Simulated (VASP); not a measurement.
Output of a VASP run:

File OSZICAR:
```
       N       E                     dE             d eps       ncg     rms          rms(c)
DAV:   1    -0.172966555213E+01   -0.17297E+01   -0.18590E+03  3222   0.549E+02
DAV:   2    -0.722807995735E+01   -0.54984E+01   -0.51280E+01  4866   0.712E+01
DAV:   3    -0.725084035613E+01   -0.22760E-01   -0.22760E-01  4248   0.433E+00
DAV:   4    -0.725085447418E+01   -0.14118E-04   -0.14118E-04  4494   0.983E-02
DAV:   5    -0.725085449192E+01   -0.17744E-07   -0.17361E-07  4170   0.150E-03    0.155E+00
DAV:   6    -0.716041794086E+01    0.90437E-01   -0.17004E-02  3504   0.219E+00    0.970E-01
DAV:   7    -0.713113009040E+01    0.29288E-01   -0.15238E-02  3384   0.212E+00    0.481E-02
DAV:   8    -0.713107456291E+01    0.55527E-04   -0.23134E-05  4458   0.611E-02    0.189E-02
DAV:   9    -0.713107037102E+01    0.41919E-05   -0.46427E-06  3948   0.259E-02    0.110E-03
DAV:  10    -0.713107061127E+01   -0.24025E-06   -0.19047E-08  2910   0.174E-03
   1 F= -.36447763E+01 E0= -.36447959E+01  d E =-.364478E+01
       N       E                     dE             d eps       ncg     rms          rms(c)
DAV:   1    -0.712696830961E+01    0.41021E-02   -0.25769E-03  3954   0.365E-01    0.159E-02
DAV:   2    -0.712696759788E+01    0.71174E-06   -0.85816E-06  3708   0.278E-02
   2 F= -.36450000E+01 E0= -.36450238E+01  d E =-.223671E-03
```

**OUTCAR**
```
------------------------ aborting loop because EDIFF is reached ----------------------------------------
  FORCE on cell =-STRESS in cart. coord.  units (eV):
  Direction    XX          YY          ZZ          XY          YZ          ZX
  --------------------------------------------------------------------------------------
  Total        3.4942954      3.4942941      3.4965530      0.0000000     -0.0000000      0.0000000
  in kB      451.5932074    451.5930473    451.8849719      0.0000000     -0.0000000      0.0000000
  external PRESSURE =       1.6904089 kB  Pullay stress =     450.0000000 kB
  volume of cell :       12.40
      direct lattice vectors                 reciprocal lattice vectors
     1.041267749 -1.803528325  0.000000000     0.480183892 -0.277234348  0.000000000
     1.041267749  1.803528325  0.000000000     0.480183892  0.277234348  0.000000000
    -0.000000000  0.000000000  3.300710336     0.000000000  0.000000000  0.302965089
 POSITION                                       TOTAL-FORCE (eV/Angst)
 -----------------------------------------------------------------------------------
      1.04127      0.60118      0.82518        -0.000000      0.000000      0.000000
      1.04127     -0.60118      2.47553         0.000000     -0.000000      0.000000
 -----------------------------------------------------------------------------------
    total drift:                                0.000000     -0.000005      0.000005
  FREE ENERGIE OF THE ION-ELECTRON SYSTEM (eV)
  ---------------------------------------------------
  free  energy   TOTEN  =        -7.1269675979 eV

  energy  without entropy=       -7.1270388782  energy(sigma->0) =       -7.12699136
  enthalpy is  TOTEN    =        -3.6450000053 eV   P V=        3.4819675926

 reached required accuracy - stopping structural energy minimisation
```
(Selected blocks of OUTCAR.)

POSCAR:
```
Be
1
    1.0403044744    -1.8018599319    -0.0000000000
    1.0403044744     1.8018599319     0.0000000000
    0.0000000000     0.0000000000     3.3109347467
Be
2
Direct
  0.3333330000   0.6666670000   0.2500000000
  0.6666670000   0.3333330000   0.7500000000
```

Problem. Write an INCAR and KPOINTS that could have produced this output.

Solution. This is not unique; one that fits is the input of the run itself, PBE GGA, plane waves, VASP's PBE PAW potentials (set 64).

INCAR:
```
ALGO  =  Normal
EDIFF  =  1E-6
EDIFFG  =  -0.02
ENCUT  =  500
GGA  =  PE
IBRION  =  2
ISIF  =  3
ISMEAR  =  1
LASPH  =  .True.
LCHARG  =  .False.
LREAL  =  .False.
LWAVE  =  .False.
NELM  =  100
NSW  =  40
PREC  =  Accurate
PSTRESS  =  450
SIGMA  =  0.1
SYSTEM  =  Be
```

**KPOINTS**
```
K-points
0
G
  20 20 11
```

POTCAR, in this order: Be (PBE.64 set). Program: vasp_std.

The compound is Be in the hcp structure. This run relaxes it under an external pressure of 45 GPa. Symmetry was kept, so distortions that lower it aren't found.
